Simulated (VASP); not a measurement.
A convergence study with VASP on Ti: one setting is varied, all else stays as given below, so the limit is that of these other settings.

```xyz
4
Lattice="2.9352 0.0000 0.0000 -1.4676 2.5420 0.0000 0.0000 0.0000 20.9848" Properties=species:S:1:pos:R:3 pbc="T T T"
Ti     1.4676     0.8473     9.3282
Ti     0.0000     1.6947     7.0000
Ti     1.4676     0.8473    13.9848
Ti     0.0000     1.6947    11.6566
```

These are LDA (Ceperley-Alder, Perdew-Zunger), VASP's LDA PAW potentials (set 64) (plane waves; VASP) values and carry that method's errors. The tightest run used: 300 eV cut-off, 33×33×1 Γ-centred mesh, Fermi-Dirac smearing of 0.10 eV, potentials Ti_sv.

```csv
setting,E (eV/atom),largest force (eV/Å),irreducible k-points
3×3×1 mesh,-7.8886,0.832,3
4×4×1 mesh,-7.9452,0.992,4
5×5×1 mesh,-7.9668,0.800,5
6×6×1 mesh,-7.9379,0.772,7
7×7×1 mesh,-7.9361,0.840,8
8×8×1 mesh,-7.9472,0.839,10
```

Q: These are the cheaper rows. Estimate the results at 33×33×1 mesh, and how far the last row shown lies from them.

A: 
```tsv
quantity	tightest run	last row shown is off by
E (eV/atom)	-7.9431	-0.0041
largest force (eV/Å)	0.828	0.011
```

VASP warned of too few bands at 3×3×1 mesh; 6×6×1 mesh; 7×7×1 mesh; 8×8×1 mesh; 9×9×1 mesh; 11×11×1 mesh; 13×13×1 mesh; 15×15×1 mesh; 18×18×1 mesh; 21×21×1 mesh; 24×24×1 mesh; 28×28×1 mesh; 33×33×1 mesh.

Left out are rungs that failed or repeat a setting and relaxations that didn't move; long series are thinned to 24 rows.

The cell is a sheet or thin cut with vacuum, built from a generated structure. VASP warned that the highest band is occupied, so more bands are needed.
